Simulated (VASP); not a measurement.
These are PBE GGA, VASP's PBE PAW potentials (set 64) (plane waves; VASP) values and carry that method's errors.

The input files of a VASP run:

**INCAR**
```
ALGO  =  Normal
EDIFF  =  1E-6
ENCUT  =  300
GGA  =  PE
ISIF  =  2
ISMEAR  =  0
ISPIN  =  2
LASPH  =  .TRUE.
LCHARG  =  .FALSE.
LMAXMIX  =  4
LORBIT  =  11
LREAL  =  .FALSE.
LWAVE  =  .FALSE.
MAGMOM  =  4.0 2*0.0
NELM  =  100
PREC  =  Accurate
SIGMA  =  0.1
SYSTEM  =  MnGe2
```

POSCAR:
```
MnGe2
1
    4.4608130000     0.0000000000     0.0000000000
   -2.2304070000     3.8631780000     0.0000000000
    0.0000000000     0.0000000000     4.8299990000
Mn Ge
1 2
Direct
  0.0000000000   0.0000000000   0.0000000000
  0.3333330000   0.6666670000   0.5000000000
  0.6666670000   0.3333330000   0.5000000000
```

### KPOINTS
```
Automatic mesh
0
Gamma
3 3 3
0 0 0
```

POTCAR, in this order: Mn_pv Ge_d (PBE.64 set). Program: vasp_std.

Problem. What will the output report for the number of irreducible k-points (NKPTS), largest plane-wave count, number of space-group operations, FFT grid (NGX, NGY, NGZ)?

Solution. 
| Item | Value |
|---|---|
| number of irreducible k-points (NKPTS) | 6 |
| largest plane-wave count | 992 |
| number of space-group operations | 24 |
| FFT grid (NGX, NGY, NGZ) | 28 × 28 × 28 |

The structure was generated: MnGe2 was put into an ordered model structure, which need not be its known phase. The cell was not relaxed at this level. The k-mesh is coarse (spacing up to 0.54 per Å, 2π included), so the numbers may not be converged in it. The run is one of a series of settings (KPOINTS 3×3×3 Γ-centred mesh against the base run), some of them coarse on purpose.
